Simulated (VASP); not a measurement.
Energy against volume of ZrO$_{2}$ (fluorite). Method: optB88-vdW, VASP's PBE PAW potentials (set 64) (plane waves; VASP). Numerical set-up: 520 eV cut-off, 8×8×8 Γ-centred mesh, Gaussian smearing of 0.050 eV, potentials Zr_sv O.

| V (Å³/atom) | E (eV/atom) |
|---|---|
| 10.793 | -7.70245 |
| 11.126 | -7.71093 |
| 11.460 | -7.70413 |
| 11.794 | -7.68425 |

### Question
Fit these four points and predict the energy of the run at 10.459 Å³/atom.

### Answer
A cubic in V^(−2/3), the third-order Birch-Murnaghan form, passes through the four points with V0 = 11.14 Å³/atom and B0 = 243 GPa, and gives -7.6760 eV/atom there. The run gave -7.6761 eV/atom, -0.1 meV/atom from the fit; all five points give B0 = 243 GPa.

The compound is ZrO2 in the fluorite structure, the high-temperature cubic form, which is unstable at 0 K; the monoclinic form is the stable one. It was relaxed first.
